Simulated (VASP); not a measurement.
# YPb (Fm-3m) in VASP: notebook

Runs on YPb. Level: PBE. Tasks: single point.

All numbers are computed with VASP 6.6.1; they aren't measurements. Logs are shortened: lines on timing, memory, paths and dates and some standing lists are left out, and cuts for length are marked.

### 1 Starting point

The structure is cubic, space group Fm-3m (No. 225). The conventional cell has a = 6.157 Å, b = 6.157 Å, c = 6.157 Å, α = 90.00°, β = 90.00°, γ = 90.00°. Around Pb (site symmetry m-3m) lie 6 Y at 3.08 Å. Around Y (site symmetry m-3m) lie 6 Pb at 3.08 Å.

The cell was built by a generator and needn't be a form met in nature.

### 2 Single point, PBE

Input file INCAR:

```
PREC = Accurate
ENCUT = 520
EDIFF = 1E-6
ISMEAR = -1
SIGMA = 0.1
LREAL = F
LASPH = T
NELM = 80
ALGO = Normal
ISIF = 2
LWAVE = F
LCHARG = F
GGA = PE
NBANDS = 20
```

Input file KPOINTS:

```
Automatic mesh
0
Gamma
  5 5 5
```

Input file POSCAR:

```
YPb
1.0
    0.0000000000      3.0782600000      3.0782600000
    3.0782600000      0.0000000000      3.0782600000
    3.0782600000      3.0782600000      0.0000000000
Pb Y
1 1
Direct
    0.0000000000      0.0000000000      0.0000000000
    0.5000000000      0.5000000000      0.5000000000
```

Potentials or basis: VASP PAW PBE potentials, release 64 (Pb_d, Y_sv).

Command:

```bash
$ cat potpaw_PBE.64/Pb_d/POTCAR potpaw_PBE.64/Y_sv/POTCAR > POTCAR
$ mpirun -np 1 vasp_std > vasp.out
```

OUTCAR:

```text
PREC = Accurate
   ENCUT = 520
   EDIFF = 1E-6
   ISMEAR = -1
   LREAL = F
   LASPH = T
   NELM = 80
   ISIF = 2
   GGA = PE

 ion  position               nearest neighbor table
   1  0.000  0.000  0.000-   2 3.08   2 3.08   2 3.08   2 3.08   2 3.08   2 3.08
   2  0.500  0.500  0.500-   1 3.08   1 3.08   1 3.08   1 3.08   1 3.08   1 3.08

  LATTYP: Found a face centered cubic cell.
 ALAT       =     6.1565200000

  Lattice vectors:

 A1 = (   0.0000000000,   3.0782600000,   3.0782600000)
 A2 = (   3.0782600000,   0.0000000000,   3.0782600000)
 A3 = (   3.0782600000,   3.0782600000,   0.0000000000)

Analysis of symmetry for initial positions (statically):
=====================================================================
 Subroutine PRICEL returns:
 Original cell was already a primitive cell.

 Routine SETGRP: Setting up the symmetry group for a
 face centered cubic supercell.

 Subroutine GETGRP returns: Found 48 space group operations
 (whereof 48 operations were pure point group operations)
 out of a pool of 48 trial point group operations.

The static configuration has the point symmetry O_h .

Analysis of symmetry for dynamics (positions and initial velocities):
=====================================================================
 Subroutine PRICEL returns:
 Original cell was already a primitive cell.

 Routine SETGRP: Setting up the symmetry group for a
 face centered cubic supercell.

 Subroutine GETGRP returns: Found 48 space group operations
 (whereof 48 operations were pure point group operations)
 out of a pool of 48 trial point group operations.

The dynamic configuration has the point symmetry O_h .

 Subroutine INISYM returns: Found 48 space group operations
 (whereof 48 operations are pure point group operations),
 and found     1 'primitive' translations

----------------------------------------------------------------------------------------

                                     Primitive cell

  volume of cell :      58.3372

  direct lattice vectors                    reciprocal lattice vectors
[... 62 lines left out ...]
 SYSTEM =  unknown system
   PREC   = accura    normal or accurate (medium, high low for compatibility)
   ISTART =      0    job   : 0-new  1-cont  2-samecut
   ICHARG =      2    charge: 1-file 2-atom 10-const
   ISPIN  =      1    spin polarized calculation?
   LNONCOLLINEAR =      F non collinear calculations
   LSORBIT =      F    spin-orbit coupling
   LASPH  =      T    aspherical Exc in radial PAW
   ENCUT  =  520.0 eV  38.22 Ry    6.18 a.u.   8.09  8.09  8.09*2*pi/ulx,y,z
   NELM   =     80;   NELMIN=  2; NELMDL= -5     # of ELM steps
   EDIFF  = 0.1E-05   stopping-criterion for ELM
   LREAL  =      F    real-space projection
   EDIFFG = 0.1E-04   stopping-criterion for IOM
   NSW    =      0    number of steps for IOM
   IBRION =     -1    ionic relax: 0-MD 1-quasi-New 2-CG
   NFREE  =      0    steps in history (QN), initial steepest desc. (CG)
   ISIF   =      2    stress and relaxation
   ISYM   =      2    0-nonsym 1-usesym 2-fastsym
   POTIM  = 0.5000    time-step for ionic-motion
   TEBEG  =    0.0;   TEEND  =   0.0 temperature during run
   PSTRESS=    0.0 pullay stress
   NELECT =      25.0000    total number of electrons
   NUPDOWN=      -1.0000    fix difference up-down
   EMIN   =  10.00;   EMAX   =-10.00  energy-range for DOS
   EFERMI =   0.00;   METHOD = LEGACY
   ISMEAR =    -1;   SIGMA  =   0.10  broadening in eV -4-tet -1-fermi 0-gaus
   EFERMI_NEDOS =   21; number of points for ismear=-14 and -15
   IALGO  =     38    algorithm
   IMIX   =      4    mixing-type and parameters
     AMIX     =   0.40;   BMIX     =  1.00
     AMIX_MAG =   1.60;   BMIX_MAG =  1.00
  volume/ion in A,a.u.               =      29.17       196.84
  Fermi-wavevector in a.u.,A,eV,Ry     =   1.234259  2.332411 20.727042  1.523395
  Thomas-Fermi vector in A             =   2.368956
   LORBIT       =      0    0 simple, 1 ext, 2 COOP (PROOUT), +10 PAW based schemes
   GGA     = PE    functional components
   LHFCALC =     F    Hartree Fock is set to
   AEXX    =    0.0000 exact exchange contribution
   IVDW    =     0    specifies the selected vdW correction
   LEPSILON=     F    determine dielectric tensor
   LRPA    =     F    only Hartree local field effects (RPA)
 non-spin polarized calculation
  energy-cutoff  :      520.00
  volume of cell :       58.34
 maximum number of plane-waves:      1596
   NGX = 17   NGY = 17   NGZ = 17

 number of electron      24.9999995 magnetization

 Free energy of the ion-electron system (eV)
  ---------------------------------------------------
  ext. energy  EPLUGINS =         0.00000000
  ---------------------------------------------------
  free energy    TOTEN  =       -10.73734545 eV

  energy without entropy =      -10.68884660  energy(sigma->0) =      -10.71309602

 E-fermi :   5.1220     XC(G=0): -10.0459

 val. band max:        5.1172090242   @ k =   0.4000   0.2000   0.0000
 cond. band min:       5.1812071012   @ k =  -0.4000   0.4000   0.0000
 fundamental gap:      0.0639980770
 Fermi energy:         5.1219567784

 k-point     1 :       0.0000    0.0000    0.0000
  band No.  band energies     occupation
      1     -37.3731      2.00000
      2     -17.3608      2.00000
      3     -17.3608      2.00000
      4     -17.3608      2.00000
      5     -11.1388      2.00000
      6     -11.1388      2.00000
[... 219 lines left out ...]
     19      12.6129      0.00000
     20      14.5538      0.00000

------------------------ aborting loop because EDIFF is reached ----------------------------------------

  FORCE on cell =-STRESS in cart. coord.  units (eV):
  Direction    XX          YY          ZZ          XY          YZ          ZX
  --------------------------------------------------------------------------------------
  -------------------------------------------------------------------------------------
  Total        1.5818527      1.5818527      1.5818527     -0.0000000     -0.0000000     -0.0000000
  in kB       43.4440914     43.4440914     43.4440914     -0.0000000     -0.0000000     -0.0000000
  external PRESSURE =      43.4440914 kB  Pullay stress =       0.0000000 kB

 VOLUME and BASIS-vectors are now :
 -----------------------------------------------------------------------------
  energy-cutoff  :      520.00
  volume of cell :       58.34
      direct lattice vectors                 reciprocal lattice vectors
     0.000000000  3.078260000  3.078260000    -0.162429424  0.162429424  0.162429424
     3.078260000  0.000000000  3.078260000     0.162429424 -0.162429424  0.162429424
     3.078260000  3.078260000  0.000000000     0.162429424  0.162429424 -0.162429424

 POSITION                                       TOTAL-FORCE (eV/Angst)
 -----------------------------------------------------------------------------------
      0.00000      0.00000      0.00000        -0.000000      0.000000     -0.000000
      3.07826      3.07826      3.07826         0.000000     -0.000000      0.000000
 -----------------------------------------------------------------------------------
    total drift:                                0.000000     -0.000000     -0.000000

  FREE ENERGIE OF THE ION-ELECTRON SYSTEM (eV)
  ---------------------------------------------------
  free  energy   TOTEN  =       -10.7373454457 eV

  energy  without entropy=      -10.6888466025  energy(sigma->0) =      -10.71309602
```

It took 7.5 s on 1 thread of Intel Xeon 6975P-C (Granite Rapids), shared host; peak memory 0.19 GiB.

Results:

```
Free energy            : -10.7373 eV
Pressure               : 4.3 GPa
Band gap on the k mesh : none (metal or under the smearing width)
```

Spin-orbit coupling is left out, which matters for the levels of Pb.

### 3 Single point, PBE

Input file INCAR:

```
ALGO = Normal
EDIFF = 1E-6
ENCUT = 520
GGA = PE
ISIF = 2
ISMEAR = -1
LASPH = True
LCHARG = False
LREAL = False
LWAVE = False
NBANDS = 20
NELM = 80
PREC = Accurate
SIGMA = 0.1
```

Input file KPOINTS:

```
k-points
0
Gamma
  5 5 5
```

POSCAR is that of step 2.

Potentials or basis: VASP PAW PBE potentials, release 64 (Pb_d, Y_sv).

Command:

```bash
$ cat potpaw_PBE.64/Pb_d/POTCAR potpaw_PBE.64/Y_sv/POTCAR > POTCAR
$ mpirun -np 1 vasp_std > vasp.out
```

OUTCAR:

```text
EDIFF = 1E-6
   ENCUT = 520
   GGA = PE
   ISIF = 2
   ISMEAR = -1
   LASPH = True
   LREAL = False
   NELM = 80
   PREC = Accurate

 ion  position               nearest neighbor table
   1  0.000  0.000  0.000-   2 3.08   2 3.08   2 3.08   2 3.08   2 3.08   2 3.08
   2  0.500  0.500  0.500-   1 3.08   1 3.08   1 3.08   1 3.08   1 3.08   1 3.08

  LATTYP: Found a face centered cubic cell.
 ALAT       =     6.1565200000

  Lattice vectors:

 A1 = (   0.0000000000,   3.0782600000,   3.0782600000)
 A2 = (   3.0782600000,   0.0000000000,   3.0782600000)
 A3 = (   3.0782600000,   3.0782600000,   0.0000000000)

Analysis of symmetry for initial positions (statically):
=====================================================================
 Subroutine PRICEL returns:
 Original cell was already a primitive cell.

 Routine SETGRP: Setting up the symmetry group for a
 face centered cubic supercell.

 Subroutine GETGRP returns: Found 48 space group operations
 (whereof 48 operations were pure point group operations)
 out of a pool of 48 trial point group operations.

[... 142 lines left out ...]
  ---------------------------------------------------
  free energy    TOTEN  =       -10.73734545 eV

  energy without entropy =      -10.68884660  energy(sigma->0) =      -10.71309602

 E-fermi :   5.1220     XC(G=0): -10.0459

 val. band max:        5.1172090242   @ k =   0.4000   0.2000   0.0000
 cond. band min:       5.1812071012   @ k =  -0.4000   0.4000   0.0000
 fundamental gap:      0.0639980770
 Fermi energy:         5.1219567784

 k-point     1 :       0.0000    0.0000    0.0000
  band No.  band energies     occupation
      1     -37.3731      2.00000
      2     -17.3608      2.00000
      3     -17.3608      2.00000
      4     -17.3608      2.00000
      5     -11.1388      2.00000
      6     -11.1388      2.00000
[... 219 lines left out ...]
     19      12.6129      0.00000
     20      14.5538      0.00000

------------------------ aborting loop because EDIFF is reached ----------------------------------------

  FORCE on cell =-STRESS in cart. coord.  units (eV):
  Direction    XX          YY          ZZ          XY          YZ          ZX
  --------------------------------------------------------------------------------------
  -------------------------------------------------------------------------------------
  Total        1.5818527      1.5818527      1.5818527     -0.0000000     -0.0000000     -0.0000000
  in kB       43.4440914     43.4440914     43.4440914     -0.0000000     -0.0000000     -0.0000000
  external PRESSURE =      43.4440914 kB  Pullay stress =       0.0000000 kB

 VOLUME and BASIS-vectors are now :
 -----------------------------------------------------------------------------
  energy-cutoff  :      520.00
  volume of cell :       58.34
      direct lattice vectors                 reciprocal lattice vectors
     0.000000000  3.078260000  3.078260000    -0.162429424  0.162429424  0.162429424
     3.078260000  0.000000000  3.078260000     0.162429424 -0.162429424  0.162429424
     3.078260000  3.078260000  0.000000000     0.162429424  0.162429424 -0.162429424

 POSITION                                       TOTAL-FORCE (eV/Angst)
 -----------------------------------------------------------------------------------
      0.00000      0.00000      0.00000        -0.000000      0.000000     -0.000000
      3.07826      3.07826      3.07826         0.000000     -0.000000      0.000000
 -----------------------------------------------------------------------------------
    total drift:                                0.000000     -0.000000     -0.000000

  FREE ENERGIE OF THE ION-ELECTRON SYSTEM (eV)
  ---------------------------------------------------
  free  energy   TOTEN  =       -10.7373454457 eV

  energy  without entropy=      -10.6888466025  energy(sigma->0) =      -10.71309602
```

OSZICAR:

```text
N       E                     dE             d eps       ncg     rms          rms(c)
DAV:   1     0.208808654907E+03    0.20881E+03   -0.11856E+04   400   0.132E+03
DAV:   2     0.376279021870E+01   -0.20505E+03   -0.19942E+03   416   0.366E+02
DAV:   3    -0.104217160678E+02   -0.14185E+02   -0.14028E+02   680   0.943E+01
DAV:   4    -0.111905263032E+02   -0.76881E+00   -0.75916E+00   564   0.139E+01
DAV:   5    -0.112105828383E+02   -0.20057E-01   -0.20054E-01   580   0.230E+00    0.250E+01
DAV:   6    -0.108026112032E+02    0.40797E+00   -0.46897E-01   484   0.436E+00    0.162E+01
DAV:   7    -0.107551327262E+02    0.47478E-01   -0.62671E-01   516   0.562E+00    0.260E+00
DAV:   8    -0.107407422161E+02    0.14391E-01   -0.17633E-01   488   0.240E+00    0.715E-01
DAV:   9    -0.107373702392E+02    0.33720E-02   -0.16966E-02   512   0.108E+00    0.153E-01
DAV:  10    -0.107373413427E+02    0.28896E-04   -0.10423E-03   468   0.253E-01    0.198E-01
DAV:  11    -0.107373527257E+02   -0.11383E-04   -0.15881E-04   564   0.125E-01    0.910E-02
DAV:  12    -0.107373456778E+02    0.70480E-05   -0.15782E-05   516   0.258E-02    0.187E-02
DAV:  13    -0.107373454457E+02    0.23207E-06   -0.29562E-06   508   0.999E-03
   1 F= -.10737345E+02 E0= -.10713096E+02  d E =-.484988E-01
```

stdout:

```text
POSCAR found type information on POSCAR PbY
 POSCAR found :  2 types and       2 ions
 scaLAPACK will be used
 LDA part: xc-table for (Slater+PW92), standard interpolation
 POSCAR, INCAR and KPOINTS ok, starting setup
 FFT: planning ... GRIDC
 FFT: planning ... GRID_SOFT
 FFT: planning ... GRID
 WAVECAR not read
 entering main loop
```

Wall time 7.6 s (1 thread of Intel Xeon 6975P-C (Granite Rapids), shared host); peak memory 0.19 GiB.

What came out:

```
Free energy            : -10.7373 eV
Pressure               : 4.3 GPa
Band gap on the k mesh : none (metal or under the smearing width)
```

### 4 Single point, PBE

Input file INCAR:

```
SYSTEM = YPb
ALGO = Fast
EDIFF = 1E-7
ENCUT = 520
GGA = PE
ISIF = 2
ISMEAR = -1
LASPH = .TRUE.
LCHARG = .FALSE.
LREAL = .FALSE.
LWAVE = .FALSE.
NBANDS = 20
NELM = 80
PREC = Accurate
SIGMA = 0.1
```

Input file KPOINTS:

```
k-points
0
G
  8 8 8
  0 0 0
```

POSCAR is that of step 3.

Command:

```bash
$ cat potpaw_PBE.64/Pb_d/POTCAR potpaw_PBE.64/Y_sv/POTCAR > POTCAR
$ mpirun -np 1 vasp_std > vasp.out
```

It took 46 s on 1 thread of Intel Xeon 6975P-C (Granite Rapids), shared host; peak memory 0.21 GiB.

It converged, with:

* Free energy: -10.7051 eV
* Pressure: 4.4 GPa
* Band gap on the k mesh: none (metal or under the smearing width)

Levels at points of the mesh, in eV from the Fermi level:
```tsv
k point	band 9	band 10	band 11	band 12	band 13	band 14	band 15	band 16	band 17	band 18
(0.00, 0.00, 0.00)	-16.08	-9.36	1.77	1.77	1.77	2.65	2.65	2.82	2.82	2.82
(0.50, 0.00, 0.00)	-16.04	-7.69	-3.40	-0.67	-0.67	3.27	3.27	3.61	4.31	7.46
(0.50, 0.50, 0.00)	-16.02	-8.04	-1.91	0.25	0.78	0.78	3.41	3.94	3.94	4.04
```
